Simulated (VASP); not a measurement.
# YRe3 (Im-3m) in VASP: a series of runs, part 2 of 2

VASP 6.6.1. Earlier steps stand in the parts before.

**3. Relaxation of cell and atoms, PBEsol**

Input file INCAR:

```
SYSTEM = YRe3
  ALGO = Normal
  EDIFF = 1E-6
  EDIFFG = -0.01
  ENCUT = 600
  GGA = PS
  IBRION = 2
  ISIF = 3
  ISMEAR = 1
  LASPH = .TRUE.
  LCHARG = .FALSE.
  LREAL = .FALSE.
  LWAVE = .FALSE.
  NELM = 80
  NSW = 40
  PREC = Accurate
  SIGMA = 0.1
```

Input file KPOINTS:

```
k-points
0
G
  7 7 7
  0 0 0
```

Input file POSCAR:

```
YRe3
1.0
   -2.8073924000      2.8073924000      2.8073924000
    2.8073924000     -2.8073924000      2.8073924000
    2.8073924000      2.8073924000     -2.8073924000
Y Re
1 3
Direct
    0.0000000000      0.0000000000      0.0000000000
    0.0000000000      0.5000000000      0.5000000000
    0.5000000000      0.0000000000      0.5000000000
    0.5000000000      0.5000000000      0.0000000000
```

Potentials or basis: VASP PAW PBE potentials, release 64 (Y_sv, Re).

On the command line:

```console
$ cat potpaw_PBE.64/Y_sv/POTCAR potpaw_PBE.64/Re/POTCAR > POTCAR
$ mpirun -np 1 vasp_std > vasp.out
```

OUTCAR:

```text
SYSTEM = YRe3
   EDIFF = 1E-6
   EDIFFG = -0.01
   ENCUT = 600
   GGA = PS
   IBRION = 2
   ISIF = 3
   ISMEAR = 1
   LASPH = .TRUE.
   LREAL = .FALSE.
   NELM = 80
   NSW = 40
   PREC = Accurate

 ion  position               nearest neighbor table
   1  0.000  0.000  0.000-   2 2.81   3 2.81   4 2.81   2 2.81   3 2.81   4 2.81
   2  0.000  0.500  0.500-   1 2.81   3 2.81   4 2.81   1 2.81   4 2.81   3 2.81
   3  0.500  0.000  0.500-   1 2.81   2 2.81   4 2.81   4 2.81   1 2.81   2 2.81
   4  0.500  0.500  0.000-   1 2.81   2 2.81   3 2.81   3 2.81   2 2.81   1 2.81

  LATTYP: Found a body centered cubic cell.
 ALAT       =     5.6147848000

  Lattice vectors:

 A1 = (  -2.8073924000,   2.8073924000,   2.8073924000)
 A2 = (   2.8073924000,  -2.8073924000,   2.8073924000)
 A3 = (   2.8073924000,   2.8073924000,  -2.8073924000)

Analysis of symmetry for initial positions (statically):
=====================================================================
 Subroutine PRICEL returns:
 Original cell was already a primitive cell.

 Routine SETGRP: Setting up the symmetry group for a
 body centered cubic supercell.

 Subroutine GETGRP returns: Found 48 space group operations
 (whereof 48 operations were pure point group operations)
 out of a pool of 48 trial point group operations.

The static configuration has the point symmetry O_h .

Analysis of symmetry for dynamics (positions and initial velocities):
=====================================================================
 Subroutine PRICEL returns:
 Original cell was already a primitive cell.

 Routine SETGRP: Setting up the symmetry group for a
 body centered cubic supercell.

 Subroutine GETGRP returns: Found 48 space group operations
 (whereof 48 operations were pure point group operations)
 out of a pool of 48 trial point group operations.

The dynamic configuration has the point symmetry O_h .

 Subroutine INISYM returns: Found 48 space group operations
 (whereof 48 operations are pure point group operations),
 and found     1 'primitive' translations

[... 104 lines left out ...]
   NELECT =      32.0000    total number of electrons
   NUPDOWN=      -1.0000    fix difference up-down
   EMIN   =  10.00;   EMAX   =-10.00  energy-range for DOS
   EFERMI =   0.00;   METHOD = LEGACY
   ISMEAR =     1;   SIGMA  =   0.10  broadening in eV -4-tet -1-fermi 0-gaus
   EFERMI_NEDOS =   21; number of points for ismear=-14 and -15
   IALGO  =     38    algorithm
   IMIX   =      4    mixing-type and parameters
     AMIX     =   0.40;   BMIX     =  1.00
     AMIX_MAG =   1.60;   BMIX_MAG =  1.00
  volume/ion in A,a.u.               =      22.13       149.32
  Fermi-wavevector in a.u.,A,eV,Ry     =   1.166277  2.203944 18.506672  1.360202
  Thomas-Fermi vector in A             =   2.302792
   LORBIT       =      0    0 simple, 1 ext, 2 COOP (PROOUT), +10 PAW based schemes
   GGA     = PS    functional components
   LHFCALC =     F    Hartree Fock is set to
   AEXX    =    0.0000 exact exchange contribution
   IVDW    =     0    specifies the selected vdW correction
   LEPSILON=     F    determine dielectric tensor
   LRPA    =     F    only Hartree local field effects (RPA)
 conjugate gradient relaxation of ions
 non-spin polarized calculation
 Methfessel and Paxton  Order N= 1 SIGMA  =   0.10
  energy-cutoff  :      600.00
  volume of cell :       88.51
 maximum number of plane-waves:      2970
   NGX = 19   NGY = 19   NGZ = 19

--------------------------------------- Ionic step        1  -------------------------------------------

 number of electron      31.9999999 magnetization

 Free energy of the ion-electron system (eV)
  ---------------------------------------------------
  ext. energy  EPLUGINS =         0.00000000
  ---------------------------------------------------
  free energy    TOTEN  =       -40.17468845 eV

  energy without entropy =      -40.17209312  energy(sigma->0) =      -40.17382334

------------------------ aborting loop because EDIFF is reached ----------------------------------------

  FORCE on cell =-STRESS in cart. coord.  units (eV):
  Direction    XX          YY          ZZ          XY          YZ          ZX
  --------------------------------------------------------------------------------------
  -------------------------------------------------------------------------------------
  Total      -11.8341552    -11.8341552    -11.8341552     -0.0000000     -0.0000000      0.0000000
  in kB     -214.2291147   -214.2291147   -214.2291147     -0.0000000     -0.0000000      0.0000000
  external PRESSURE =    -214.2291147 kB  Pullay stress =       0.0000000 kB
[... 139 lines left out ...]
--------------------------------------- Ionic step        5  -------------------------------------------

 number of electron      32.0000002 magnetization

 Free energy of the ion-electron system (eV)
  ---------------------------------------------------
  ext. energy  EPLUGINS =         0.00000000
  ---------------------------------------------------
  free energy    TOTEN  =       -41.28048535 eV

  energy without entropy =      -41.27824211  energy(sigma->0) =      -41.27973760

 E-fermi :   5.2719     XC(G=0): -12.2897

 val. band max:        5.2706581356   @ k =  -0.2857   0.2857   0.2857
 cond. band min:       5.3029938948   @ k =   0.4286   0.1429   0.0000
 fundamental gap:      0.0323357591
 Fermi energy:         5.2719121671

 k-point     1 :       0.0000    0.0000    0.0000
  band No.  band energies     occupation
      1     -35.3961      2.00000
      2     -15.6267      2.00000
      3     -15.6267      2.00000
      4     -15.6267      2.00000
      5      -2.2913      2.00000
      6       0.2759      2.00000
[... 480 lines left out ...]
  FREE ENERGIE OF THE ION-ELECTRON SYSTEM (eV)
  ---------------------------------------------------
  free  energy   TOTEN  =       -41.2804853466 eV

  energy  without entropy=      -41.2782421081  energy(sigma->0) =      -41.27973760

 reached required accuracy - stopping structural energy minimisation
```

It took 2.7 min on 1 thread of Intel Xeon 6975P-C (Granite Rapids), shared host; peak memory 0.29 GiB.

Results:

```yaml
Free_energy: -41.2805 eV
Relaxed_volume: 18.59 Å³/atom
Relaxed_cell: a = 4.589 Å, b = 4.589 Å, c = 4.589 Å, α = 109.47°, β = 109.47°, γ = 109.47°
Space_group_after_relaxing_to_0.05_Å: Im-3m (No. 229)
Energy_gained_by_relaxing: 276.4 meV/atom
Ionic_steps: 5
Pressure_after_relaxing: 0.0 GPa
Band_gap_on_the_k_mesh: none (metal or under the smearing width)
```

The path:
| step | energy change (eV) | largest force (eV/Å) | pressure (GPa) | volume (Å³) |
| --- | --- | --- | --- | --- |
| 1 | 0.0000 | 0.0000 | -21.42 | 88.51 |
| 2 | 3.1636 | 0.0000 | 95.95 | 55.76 |
| 3 | -1.0988 | 0.0000 | -2.27 | 75.35 |
| 4 | -1.1051 | 0.0000 | -0.72 | 74.68 |
| 5 | -1.1058 | 0.0000 | -0.01 | 74.38 |

Final structure:
```
CELL_PARAMETERS angstrom
-2.64928 2.64928 2.64928
2.64928 -2.64928 2.64928
2.64928 2.64928 -2.64928
ATOMIC_POSITIONS crystal
Y 0.00000 0.00000 0.00000
Re 0.00000 0.50000 0.50000
Re 0.50000 0.00000 0.50000
Re 0.50000 0.50000 0.00000
```

Levels at points of the mesh, in eV from the Fermi level:
```tsv
k point	band 13	band 14	band 15	band 16	band 17	band 18	band 19	band 20
(0.00, 0.00, 0.00)	-1.92	0.87	0.87	0.87	2.15	2.15	2.15	4.40
```

Caveat: the volume moved by over 15 % at a fixed basis, so the end points are rough; the PAW data sets were made with another functional, which shifts forces and pressure a little. The run has no spin-orbit coupling, so splittings on Re are missing.
